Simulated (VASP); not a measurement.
Data:

```
CELL_PARAMETERS angstrom
      4.14082     0.00000     0.00000
      0.00000     4.14082     0.00000
      0.00000     0.00000     2.66263
ATOMIC_POSITIONS crystal
  Si 0.00000 0.00000 0.00000
  Si 0.50000 0.50000 0.50000
  O  0.30464 0.30464 0.00000
  O  0.80464 0.19536 0.50000
  O  0.19536 0.80464 0.50000
  O  0.69536 0.69536 0.00000
```

The numbers are results of PBEsol GGA, VASP's PBE PAW potentials (set 64) (plane waves; VASP), not measurements. Numerical set-up: 620 eV cut-off, 6×6×8 Γ-centred mesh, Gaussian smearing of 0.050 eV, potentials Si O.

Energy and stress use the plane-wave basis of the starting cell.

Question: The ions, cell shape and volume at an external pressure of 20.0 GPa are relaxed. Predict the relaxed structure.

Answer: 
```
CELL_PARAMETERS angstrom
      4.09623     0.00000     0.00000
      0.00000     4.09623     0.00000
      0.00000     0.00000     2.64756
ATOMIC_POSITIONS crystal
  Si 0.00000 0.00000 0.00000
  Si 0.50000 0.50000 0.50000
  O  0.30385 0.30385 0.00000
  O  0.80385 0.19615 0.50000
  O  0.19615 0.80385 0.50000
  O  0.69615 0.69615 0.00000
```
Space group P4_2/mnm (136), at a tolerance of 0.03 Å.

Question: How do energy and volume change from the first to the last step?

Answer: The energy (σ→0) changes by +18.9 meV/atom and the volume by -2.7 %, in 7 ionic steps.

| step | E(σ→0) (eV) | max force (eV/Å) | pressure (GPa) | volume (Å³) |
|---|---|---|---|---|
| 1 | -48.9511 | 0.011 | 10.03 | 45.65 |
| 2 | -48.5012 | 0.470 | 38.82 | 42.60 |
| 3 | -48.8428 | 0.161 | 19.88 | 44.48 |
| 4 | -48.8399 | 0.164 | 20.09 | 44.46 |
| 5 | -48.8303 | 0.076 | 20.17 | 44.37 |
| 6 | -48.8333 | 0.018 | 20.15 | 44.39 |
| 7 | -48.8377 | 0.000 | 19.81 | 44.42 |

The compound is SiO2 in the rutile structure, stishovite, a high-pressure form. This run relaxes it under an external pressure of 20 GPa. Symmetry was kept, so distortions that lower it aren't found.
